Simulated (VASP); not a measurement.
Output of a VASP run:

OSZICAR:
```
       N       E                     dE             d eps       ncg     rms          rms(c)
DAV:   1     0.627871018740E+02    0.62787E+02   -0.54310E+03  1872   0.106E+03
DAV:   2    -0.244535891152E+00   -0.63032E+02   -0.62667E+02  1943   0.237E+02
DAV:   3    -0.142262633973E+01   -0.11781E+01   -0.11747E+01  2751   0.341E+01
DAV:   4    -0.145580736823E+01   -0.33181E-01   -0.33162E-01  2442   0.440E+00
DAV:   5    -0.145641010897E+01   -0.60274E-03   -0.60257E-03  2726   0.465E-01    0.173E+00
DAV:   6    -0.143007168166E+01    0.26338E-01   -0.97542E-03  2932   0.991E-01    0.946E-01
DAV:   7    -0.141796734412E+01    0.12104E-01   -0.15613E-02  2840   0.116E+00    0.104E-01
DAV:   8    -0.141804087107E+01   -0.73527E-04   -0.20479E-04  2040   0.148E-01    0.230E-02
DAV:   9    -0.141804170909E+01   -0.83803E-06   -0.50318E-05  2923   0.636E-02    0.726E-03
DAV:  10    -0.141804155894E+01    0.15015E-06   -0.32418E-06  2013   0.209E-02
   1 F= 0.16224596E+01 E0= 0.16224427E+01  d E =0.162246E+01
```

### OUTCAR
```
------------------------ aborting loop because EDIFF is reached ----------------------------------------
  FORCE on cell =-STRESS in cart. coord.  units (eV):
  Direction    XX          YY          ZZ          XY          YZ          ZX
  --------------------------------------------------------------------------------------
  Total        3.0574319      3.0574319      3.0574319      0.0000000     -0.0000000     -0.0000000
  in kB      201.1136813    201.1136813    201.1136813      0.0000000     -0.0000000     -0.0000000
  external PRESSURE =       1.1136813 kB  Pullay stress =     200.0000000 kB
  volume of cell :       24.36
      direct lattice vectors                 reciprocal lattice vectors
     0.000000000  2.300727888  2.300727888    -0.217322528  0.217322528  0.217322528
     2.300727888  0.000000000  2.300727888     0.217322528 -0.217322528  0.217322528
     2.300727888  2.300727888  0.000000000     0.217322528  0.217322528 -0.217322528
 POSITION                                       TOTAL-FORCE (eV/Angst)
 -----------------------------------------------------------------------------------
      0.00000      0.00000      0.00000         0.000000     -0.000000      0.000000
 -----------------------------------------------------------------------------------
    total drift:                                0.000000      0.000000     -0.000000
  FREE ENERGIE OF THE ION-ELECTRON SYSTEM (eV)
  ---------------------------------------------------
  free  energy   TOTEN  =        -1.4180415589 eV

  energy  without entropy=       -1.4180923855  energy(sigma->0) =       -1.41805850
  enthalpy is  TOTEN    =         1.6224596413 eV   P V=        3.0405012002

 reached required accuracy - stopping structural energy minimisation
```
(Selected blocks of OUTCAR.)

**POSCAR**
```
Ca
1
    0.0000000000     2.3007278879     2.3007278879
    2.3007278879     0.0000000000     2.3007278879
    2.3007278879     2.3007278879     0.0000000000
Ca
1
Direct
  0.0000000000   0.0000000000   0.0000000000
```

**Question.** Write an INCAR and KPOINTS that could have produced this output.

**Answer.** One answer among several that fit: the input of the run itself, PBEsol GGA, plane waves, VASP's PBE PAW potentials (set 64).

### INCAR
```
ALGO=Normal
SIGMA=0.1   ! width (eV)
LCHARG=.FALSE.
ISMEAR=1   ! Methfessel-Paxton
PSTRESS=200   ! kbar
EDIFFG=-0.02   ! ionic stop
PREC=Accurate
LWAVE=.FALSE.
IBRION=2   ! conjugate gradients
NSW=40   ! most ionic steps
GGA=PS   ! PBEsol
SYSTEM=Ca
NELM=100
ISIF=3   ! ions, shape and volume
ENCUT=500   ! plane-wave cut-off (eV)
EDIFF=1E-6   ! SCF stop (eV)
LREAL=.FALSE.   ! projection in real space or not
LASPH=.TRUE.
```

**KPOINTS**
```
Automatic
0
gamma
14 14 14
0 0 0
```

POTCAR, in this order: Ca_sv (PBE.64 set). Program: vasp_std.

The compound is Ca in the fcc structure. It was relaxed first under an external pressure of 20 GPa.
